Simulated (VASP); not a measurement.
# LiGa3 (P4mm) in VASP: notebook

The runs below take LiGa3 through single point, with LDA.

All numbers are computed with VASP 6.6.1; they aren't measurements. Logs are shortened: lines on timing, memory, paths and dates and some standing lists are left out, and cuts for length are marked.

### Step 1. Starting point

Symmetry: P4mm, No. 99, tetragonal system. Conventional cell: a = 4.072 Å, b = 4.072 Å, c = 4.072 Å, α = 90.00°, β = 90.00°, γ = 90.00°. Around Li (site symmetry 4mm) lie 12 Ga at 2.86 to 2.89 Å. Ga (site symmetry 4mm) is surrounded by 8 Ga at 2.88 Å and 4 Li at 2.88 Å. Ga (site symmetry 2mm) is surrounded by 4 Li at 2.86 to 2.89 Å and 8 Ga at 2.88 Å.

The cell comes from a database or a generator and needn't be the stable form of this composition.

### Step 2. Single point, LDA

File INCAR:

```
PREC = Accurate ; ENCUT = 520
EDIFF = 1E-6 ; ISMEAR = -1
SIGMA = 0.15 ; LREAL = F
LASPH = T ; NELM = 100
ALGO = Fast ; ISIF = 2
LWAVE = F ; LCHARG = F
GGA = CA ; NBANDS = 29
```

File KPOINTS:

```
Automatic mesh
0
Gamma
  5 5 5
```

File POSCAR:

```
LiGa3
1.0
    4.0715480000      0.0000000000      0.0000000000
    0.0000000000      4.0715480000      0.0000000000
    0.0000000000      0.0000000000      4.0715480000
Li Ga
1 3
Direct
    0.0000000000     -0.0049121366      0.0000000000
    0.5000000000      0.0000000000      0.5000000000
    0.0000000000      0.5000000000      0.5000000000
    0.5000000000      0.5000000000      0.0000000000
```

Potentials or basis: VASP PAW LDA potentials, release 64 (Li_sv, Ga_d).

Command:

```
> cat potpaw_LDA.64/Li_sv/POTCAR potpaw_LDA.64/Ga_d/POTCAR > POTCAR
> mpirun -np 1 vasp_std > vasp.out
```

OUTCAR:

```text
PREC = Accurate
   ENCUT = 520
   EDIFF = 1E-6
   ISMEAR = -1
   LREAL = F
   LASPH = T
   NELM = 100
   ISIF = 2
   GGA = CA

 ion  position               nearest neighbor table
   1  0.000  0.995  0.000-
   2  0.500  0.000  0.500-   3 2.88   4 2.88   4 2.88   3 2.88   4 2.88   4 2.88   3 2.88   3 2.88

   3  0.000  0.500  0.500-   2 2.88   4 2.88   4 2.88   2 2.88   2 2.88   4 2.88   4 2.88   2 2.88

   4  0.500  0.500  0.000-   2 2.88   3 2.88   2 2.88   3 2.88   2 2.88   2 2.88   3 2.88   3 2.88

  LATTYP: Found a simple cubic cell.
 ALAT       =     4.0715480000

  Lattice vectors:

 A1 = (   4.0715480000,   0.0000000000,   0.0000000000)
 A2 = (   0.0000000000,   4.0715480000,   0.0000000000)
 A3 = (   0.0000000000,   0.0000000000,   4.0715480000)

Analysis of symmetry for initial positions (statically):
=====================================================================
 Subroutine PRICEL returns:
 Original cell was already a primitive cell.

 Routine SETGRP: Setting up the symmetry group for a
 simple cubic supercell.

 Subroutine GETGRP returns: Found  8 space group operations
 (whereof  8 operations were pure point group operations)
 out of a pool of 48 trial point group operations.

The static configuration has the point symmetry C_4v.

Analysis of symmetry for dynamics (positions and initial velocities):
=====================================================================
 Subroutine PRICEL returns:
 Original cell was already a primitive cell.

 Routine SETGRP: Setting up the symmetry group for a
 simple cubic supercell.

 Subroutine GETGRP returns: Found  8 space group operations
 (whereof  8 operations were pure point group operations)
 out of a pool of 48 trial point group operations.

The dynamic configuration has the point symmetry C_4v.

 Subroutine INISYM returns: Found  8 space group operations
 (whereof  8 operations are pure point group operations),
 and found     1 'primitive' translations

----------------------------------------------------------------------------------------

                                     Primitive cell

  volume of cell :      67.4961

  direct lattice vectors                    reciprocal lattice vectors
     4.071548000  0.000000000  0.000000000     0.245606831  0.000000000  0.000000000
     0.000000000  4.071548000  0.000000000     0.000000000  0.245606831  0.000000000
     0.000000000  0.000000000  4.071548000     0.000000000  0.000000000  0.245606831

  length of vectors
     4.071548000  4.071548000  4.071548000     0.245606831  0.245606831  0.245606831

  position of ions in fractional coordinates (direct lattice)
     0.000000000  0.995087863  0.000000000
     0.500000000  0.000000000  0.500000000
     0.000000000  0.500000000  0.500000000
     0.500000000  0.500000000  0.000000000

  ion indices of the primitive-cell ions
   primitive index   ion index
                 1           1
                 2           2
                 3           3
                 4           4

----------------------------------------------------------------------------------------

 KPOINTS: Automatic mesh

Automatic generation of k-mesh.
 Grid dimensions read from file:
 generate k-points for:    5    5    5

 Generating k-lattice:

  Cartesian coordinates                     Fractional coordinates (reciprocal lattice)
     0.049121366  0.000000000  0.000000000     0.200000000  0.000000000  0.000000000
     0.000000000  0.049121366  0.000000000     0.000000000  0.200000000  0.000000000
     0.000000000  0.000000000  0.049121366     0.000000000  0.000000000  0.200000000

  Length of vectors
     0.049121366  0.049121366  0.049121366

  Shift w.r.t. Gamma in fractional coordinates (k-lattice)
     0.000000000  0.000000000  0.000000000

 Subroutine IBZKPT returns following result:
 ===========================================

 Found     18 irreducible k-points:

 Following reciprocal coordinates:
            Coordinates               Weight
  0.000000  0.000000  0.000000      1.000000
  0.200000  0.000000  0.000000      4.000000
  0.000000  0.200000  0.000000      2.000000
  0.400000  0.000000  0.000000      4.000000
  0.000000  0.400000  0.000000      2.000000
  0.200000  0.200000  0.000000      8.000000
[... 10 lines left out ...]
  0.400000  0.200000  0.400000      8.000000
  0.400000  0.400000  0.400000      8.000000
   k-points           NKPTS =     18   k-points in BZ     NKDIM =     18   number of bands    NBANDS=     29
   number of dos      NEDOS =    301   number of ions     NIONS =      4
   total plane-waves  NPLWV =  27000
   dimension x,y,z NGX =    30 NGY =   30 NGZ =   30
   dimension x,y,z NGXF=    60 NGYF=   60 NGZF=   60
   ions per type =               1   3
   NGX,Y,Z   is equivalent  to a cutoff of  12.25, 12.25, 12.25 a.u.
   NGXF,Y,Z  is equivalent  to a cutoff of  24.50, 24.50, 24.50 a.u.
 SYSTEM =  unknown system
   PREC   = accura    normal or accurate (medium, high low for compatibility)
   ISTART =      0    job   : 0-new  1-cont  2-samecut
   ICHARG =      2    charge: 1-file 2-atom 10-const
   ISPIN  =      1    spin polarized calculation?
   LNONCOLLINEAR =      F non collinear calculations
   LSORBIT =      F    spin-orbit coupling
   LASPH  =      T    aspherical Exc in radial PAW
   ENCUT  =  520.0 eV  38.22 Ry    6.18 a.u.   7.57  7.57  7.57*2*pi/ulx,y,z
   NELM   =    100;   NELMIN=  2; NELMDL= -5     # of ELM steps
   EDIFF  = 0.1E-05   stopping-criterion for ELM
   LREAL  =      F    real-space projection
   EDIFFG = 0.1E-04   stopping-criterion for IOM
   NSW    =      0    number of steps for IOM
   IBRION =     -1    ionic relax: 0-MD 1-quasi-New 2-CG
   NFREE  =      0    steps in history (QN), initial steepest desc. (CG)
   ISIF   =      2    stress and relaxation
   ISYM   =      2    0-nonsym 1-usesym 2-fastsym
   POTIM  = 0.5000    time-step for ionic-motion
   TEBEG  =    0.0;   TEEND  =   0.0 temperature during run
   PSTRESS=    0.0 pullay stress
   NELECT =      42.0000    total number of electrons
   NUPDOWN=      -1.0000    fix difference up-down
   EMIN   =  10.00;   EMAX   =-10.00  energy-range for DOS
   EFERMI =   0.00;   METHOD = LEGACY
   ISMEAR =    -1;   SIGMA  =   0.15  broadening in eV -4-tet -1-fermi 0-gaus
   EFERMI_NEDOS =   21; number of points for ismear=-14 and -15
   IALGO  =     68    algorithm
   IMIX   =      4    mixing-type and parameters
     AMIX     =   0.40;   BMIX     =  1.00
     AMIX_MAG =   1.60;   BMIX_MAG =  1.00
  volume/ion in A,a.u.               =      16.87       113.87
  Fermi-wavevector in a.u.,A,eV,Ry     =   1.397650  2.641175 26.577960  1.953425
  Thomas-Fermi vector in A             =   2.520885
   LORBIT       =      0    0 simple, 1 ext, 2 COOP (PROOUT), +10 PAW based schemes
   GGA     = CA    functional components
   LHFCALC =     F    Hartree Fock is set to
   AEXX    =    0.0000 exact exchange contribution
   IVDW    =     0    specifies the selected vdW correction
   LEPSILON=     F    determine dielectric tensor
   LRPA    =     F    only Hartree local field effects (RPA)
 non-spin polarized calculation
 RMM-DIIS sequential band-by-band and
  energy-cutoff  :      520.00
  volume of cell :       67.50
 maximum number of plane-waves:      1839
 NGX is ok and might be reduce to    30
   NGX = 15   NGY = 15   NGZ = 15

 number of electron      42.0000084 magnetization

 Free energy of the ion-electron system (eV)
  ---------------------------------------------------
  ext. energy  EPLUGINS =         0.00000000
  ---------------------------------------------------
  free energy    TOTEN  =       -13.54416364 eV

  energy without entropy =      -13.39482194  energy(sigma->0) =      -13.46949279

 E-fermi :   4.9346     XC(G=0): -10.9004

 val. band max:        4.9204901111   @ k =   0.2000   0.0000   0.4000
 cond. band min:       5.0689810105   @ k =   0.4000   0.2000   0.2000
 fundamental gap:      0.1484908993
 Fermi energy:         4.9345613302

 k-point     1 :       0.0000    0.0000    0.0000
  band No.  band energies     occupation
      1     -40.4843      2.00000
      2     -10.2280      2.00000
      3     -10.2058      2.00000
      4     -10.2057      2.00000
      5     -10.2057      2.00000
      6     -10.0760      2.00000
[... 21 lines left out ...]
     28      11.8782      0.00000
     29      11.8788      0.00000

 k-point     2 :       0.2000    0.0000    0.0000
  band No.  band energies     occupation
      1     -40.4842      2.00000
      2     -10.1982      2.00000
      3     -10.1955      2.00000
      4     -10.1694      2.00000
      5     -10.1694      2.00000
      6     -10.0692      2.00000
[... 21 lines left out ...]
     28      11.7840      0.00000
     29      11.7854      0.00000

 k-point     3 :       0.0000    0.2000    0.0000
  band No.  band energies     occupation
      1     -40.4842      2.00000
      2     -10.1982      2.00000
      3     -10.1955      2.00000
      4     -10.1694      2.00000
      5     -10.1694      2.00000
      6     -10.0693      2.00000
[... 21 lines left out ...]
     28      11.7835      0.00000
     29      11.7838      0.00000

 k-point     4 :       0.4000    0.0000    0.0000
  band No.  band energies     occupation
      1     -40.4840      2.00000
      2     -10.1849      2.00000
      3     -10.1291      2.00000
      4     -10.0727      2.00000
      5     -10.0727      2.00000
      6     -10.0523      2.00000
[... 405 lines left out ...]
     28      13.5946      0.00000
     29      14.6828      0.00000

 k-point    17 :       0.4000    0.2000    0.4000
  band No.  band energies     occupation
      1     -40.4837      2.00000
      2     -10.1278      2.00000
      3     -10.0904      2.00000
      4     -10.0783      2.00000
      5     -10.0587      2.00000
      6     -10.0560      2.00000
[... 21 lines left out ...]
     28      13.6056      0.00000
     29      14.6434      0.00000

 k-point    18 :       0.4000    0.4000    0.4000
  band No.  band energies     occupation
      1     -40.4836      2.00000
      2     -10.1389      2.00000
      3     -10.1095      2.00000
      4     -10.1095      2.00000
      5     -10.0907      2.00000
      6     -10.0590      2.00000
[... 21 lines left out ...]
     28      15.4811      0.00000
     29      15.5251      0.00000

------------------------ aborting loop because EDIFF is reached ----------------------------------------

  FORCE on cell =-STRESS in cart. coord.  units (eV):
  Direction    XX          YY          ZZ          XY          YZ          ZX
  --------------------------------------------------------------------------------------
  -------------------------------------------------------------------------------------
  Total       -1.8884342     -1.8884978     -1.8884342     -0.0000000      0.0000000      0.0000000
  in kB      -44.8263896    -44.8278986    -44.8263896     -0.0000000      0.0000000      0.0000000
  external PRESSURE =     -44.8268926 kB  Pullay stress =       0.0000000 kB

 VOLUME and BASIS-vectors are now :
 -----------------------------------------------------------------------------
  energy-cutoff  :      520.00
  volume of cell :       67.50
      direct lattice vectors                 reciprocal lattice vectors
     4.071548000  0.000000000  0.000000000     0.245606831  0.000000000  0.000000000
     0.000000000  4.071548000  0.000000000     0.000000000  0.245606831  0.000000000
     0.000000000  0.000000000  4.071548000     0.000000000  0.000000000  0.245606831

 POSITION                                       TOTAL-FORCE (eV/Angst)
 -----------------------------------------------------------------------------------
      0.00000      4.05155      0.00000         0.000000      0.036347     -0.000000
      2.03577      0.00000      2.03577         0.000000      0.003193      0.000000
      0.00000      2.03577      2.03577         0.000000     -0.019770      0.000000
      2.03577      2.03577      0.00000        -0.000000     -0.019770      0.000000
 -----------------------------------------------------------------------------------
    total drift:                                0.000000     -0.000295     -0.000002

  FREE ENERGIE OF THE ION-ELECTRON SYSTEM (eV)
  ---------------------------------------------------
  free  energy   TOTEN  =       -13.5441636424 eV

  energy  without entropy=      -13.3948219398  energy(sigma->0) =      -13.46949279
```

Run time: 37 s. Hardware: 1 thread of Intel Xeon Platinum 8488C (Sapphire Rapids), shared host; peak memory 0.15 GiB.

What came out:

```yaml
Free_energy: -13.5442 eV
Largest_force: 0.036 eV/Å
Band_gap_on_the_k_mesh: none (metal or under the smearing width)
```

Forces on the atoms (eV/Å):
```
Li   0.000  0.036  0.000
Ga   0.000  0.003  0.000
Ga   0.000 -0.020  0.000
Ga   0.000 -0.020  0.000
```

Caveat: the cutoff is under 1.25 times the usual one of these potentials, so pressure, stress and relaxed cells hold a basis-set (Pulay) error.

### Step 3. Single point, LDA

File INCAR:

```
SYSTEM = LiGa3
  PREC = Accurate
  ENCUT = 520
  EDIFF = 1E-6
  ISMEAR = -1
  SIGMA = 0.15
  LREAL = .False.
  LASPH = .True.
  NELM = 100
  ALGO = Fast
  ISIF = 2
  LWAVE = .False.
  LCHARG = .True.
  GGA = CA
  LELF = .True.
  LVHAR = .True.
  NBANDS = 29
```

File KPOINTS:

```
regular mesh
0
Gamma
  5 5 5
  0 0 0
```

POSCAR: that of step 2 with these lines changed.

```diff
@@ -8,3 +8,3 @@
 Direct
-    0.0000000000     -0.0049121366      0.0000000000
+    0.0000000000      0.0024560683      0.0000000000
     0.5000000000      0.0000000000      0.5000000000
```

Potentials or basis: VASP PAW LDA potentials, release 64 (Li_sv, Ga_d).

Command:

```
> cat potpaw_LDA.64/Li_sv/POTCAR potpaw_LDA.64/Ga_d/POTCAR > POTCAR
> mpirun -np 1 vasp_std > vasp.out
```

It took 69 s on 1 thread of Intel Xeon Platinum 8488C (Sapphire Rapids), shared host; peak memory 0.16 GiB.

The run converged. Its results:

```yaml
Free_energy: -13.5444 eV
Largest_force: 0.018 eV/Å
Band_gap_on_the_k_mesh: none (metal or under the smearing width)
```

Forces on the atoms (eV/Å):
```
Li   0.000 -0.018  0.000
Ga   0.000 -0.002  0.000
Ga   0.000  0.010  0.000
Ga   0.000  0.010  0.000
```

Levels at points of the mesh, in eV from the Fermi level:
```
           k point  band 19  band 20  band 21  band 22  band 23  band 24
(0.00, 0.00, 0.00)    -1.89    -1.89    -1.83    -1.83     3.27     5.80
```

Caveat: the cutoff is under 1.25 times the usual one of these potentials, so pressure, stress and relaxed cells hold a basis-set (Pulay) error.
